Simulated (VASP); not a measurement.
Energy against volume of C (diamond). Computed with PW91 GGA, VASP's PBE PAW potentials (set 64) (plane waves; VASP 6.6.1). Run with 520 eV cut-off, 13×13×13 Γ-centred mesh, Gaussian smearing of 0.050 eV, potentials C.

```csv
V (Å³/atom),E (eV/atom)
5.538,-9.08871
5.709,-9.09622
5.881,-9.08980
6.052,-9.07130
```

### Question
Fit these four points and predict the energy of the run at 5.367 Å³/atom.

### Answer
A cubic in V^(−2/3), the third-order Birch-Murnaghan form, passes through the four points with V0 = 5.71 Å³/atom and B0 = 432 GPa, and gives -9.0653 eV/atom there. The run gave -9.0652 eV/atom, +0.1 meV/atom from the fit; all five points give B0 = 432 GPa.

The compound is C in the diamond structure. It was relaxed first.
